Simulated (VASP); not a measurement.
Input:

```
CELL_PARAMETERS angstrom
      3.97536     0.00045    -0.00062
      1.98646     3.44404    -0.00113
      0.01491     0.02599     9.85154
ATOMIC_POSITIONS crystal
  In 0.33319 0.33433 0.81028
  In 0.66681 0.66567 0.18972
  Se 0.00000 0.00000 0.00000
  Se 0.33346 0.33128 0.32401
  Se 0.66654 0.66872 0.67599
```

Calculation: r2SCAN meta-GGA, VASP's PBE PAW potentials (set 64) (plane waves; VASP 6.6.1). Run with 400 eV cut-off, 7×7×3 Γ-centred mesh, tetrahedra with Blöchl corrections, potentials In_d Se.

Unless said otherwise, spin-orbit coupling is left out, though it shifts the bands of the heavy elements here.

Problem. Tabulate the total density of states (states/eV per cell) against energy (eV; zero at the valence-band maximum or, without a gap, the Fermi level).

Solution. 
```csv
E (eV),DOS (states/eV)
-9.94,0.00
-9.38,0.00
-8.81,0.00
-8.24,0.00
-7.68,0.00
-7.00,0.00
-6.43,0.00
-5.87,0.00
-5.30,2.66
-4.73,1.29
-4.17,0.61
-3.60,3.24
-2.92,1.33
-2.36,4.12
-1.79,4.17
-1.23,3.84
-0.66,4.04
-0.09,2.48
0.47,0.00
1.04,0.52
1.61,0.91
2.28,1.29
2.85,0.87
3.42,2.70
3.98,0.07
```
Within 2 eV below the valence-band maximum the largest weight inside VASP's projection spheres is Se p.

The structure comes from a computed database's In2Se3 entry; how it stands against other phases isn't given here. It was relaxed first.
